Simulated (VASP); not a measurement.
OSZICAR of a VASP run on MnS (rock salt, AFM-II order):

File OSZICAR:
```
       N       E                     dE             d eps       ncg     rms          rms(c)
DAV:   1     0.333473631580E+03    0.33347E+03   -0.19007E+04  6684   0.152E+03
DAV:   2    -0.157723669206E+01   -0.33505E+03   -0.33053E+03  6071   0.439E+02
DAV:   3    -0.314949859971E+02   -0.29918E+02   -0.29638E+02  8437   0.123E+02
DAV:   4    -0.323473899449E+02   -0.85240E+00   -0.85193E+00  6949   0.200E+01
DAV:   5    -0.323653476118E+02   -0.17958E-01   -0.17954E-01  7471   0.335E+00    0.177E+01
DAV:   6    -0.302899367946E+02    0.20754E+01   -0.31156E+01  7769   0.523E+01    0.162E+01
DAV:   7    -0.301095060417E+02    0.18043E+00   -0.34367E+00  7445   0.216E+01    0.896E+00
DAV:   8    -0.301304068208E+02   -0.20901E-01   -0.40802E-01  7887   0.518E+00    0.439E+00
DAV:   9    -0.301100393159E+02    0.20368E-01   -0.73473E-02  7965   0.265E+00    0.454E-01
DAV:  10    -0.301129347782E+02   -0.28955E-02   -0.19404E-02  7637   0.837E-01    0.221E-01
DAV:  11    -0.301130044977E+02   -0.69719E-04   -0.12069E-03  6921   0.303E-01    0.136E-01
DAV:  12    -0.301130458244E+02   -0.41327E-04   -0.34305E-04  7430   0.106E-01    0.941E-02
DAV:  13    -0.301130561024E+02   -0.10278E-04   -0.31720E-05  6591   0.323E-02    0.485E-02
DAV:  14    -0.301130577067E+02   -0.16043E-05   -0.83865E-06  7371   0.227E-02    0.144E-02
DAV:  15    -0.301130597508E+02   -0.20441E-05   -0.11016E-06  7089   0.101E-02    0.492E-03
DAV:  16    -0.301130597500E+02    0.88039E-09   -0.98099E-08  4257   0.278E-03
   1 F= -.30113060E+02 E0= -.30113060E+02  d E =0.000000E+00  mag=    -0.0000
```

Question: Which electronic solver shows in the log?

Answer: It is blocked Davidson (ALGO = Normal, or the opening steps of other solvers). The INCAR had ALGO = Normal.

Question: How was spin treated?

Answer: Collinear spin (ISPIN = 2): the summary line carries one mag value, 0.00 μB in the cell.

Question: Can the final energy be trusted as converged?

Answer: The run converged. It stopped with EDIFF = 1E-7, NELM = 100 (PBEsol GGA, plane waves, VASP's PBE PAW potentials (set 64)).

The compound is MnS in the rock salt, AFM-II order structure. It was relaxed first, which changed the volume by -11 %.
